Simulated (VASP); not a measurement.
```
FeSi
1.0
    4.23669     0.00000     0.00000
    0.00000     4.23669     0.00000
    0.00000     0.00000     4.23669
Fe Si
4 4
Cartesian
  3.63801   2.71703   1.51966
  1.51966   3.63801   2.71703
  0.59868   0.59868   0.59868
  2.71703   1.51966   3.63801
  0.66503   1.45331   2.78338
  2.78338   0.66503   1.45331
  3.57166   3.57166   3.57166
  1.45331   2.78338   0.66503
```

The numbers are results of PBE GGA, VASP's PBE PAW potentials (set 64) (plane waves; VASP), not measurements. Run with 500 eV cut-off, 5×5×5 Γ-centred mesh, Gaussian smearing of 0.050 eV, potentials Fe Si.

Problem. Predict the energy per atom (σ→0), pressure.

Solution. 
- energy per atom (σ→0): -7.164 eV/atom
- pressure: 45.21 GPa

Only differences to runs with the same potentials and settings are physical.

The compound is FeSi in the B20 structure. It was relaxed first under an external pressure of 45 GPa. The run is not spin-polarised, so no magnetic state was tried.
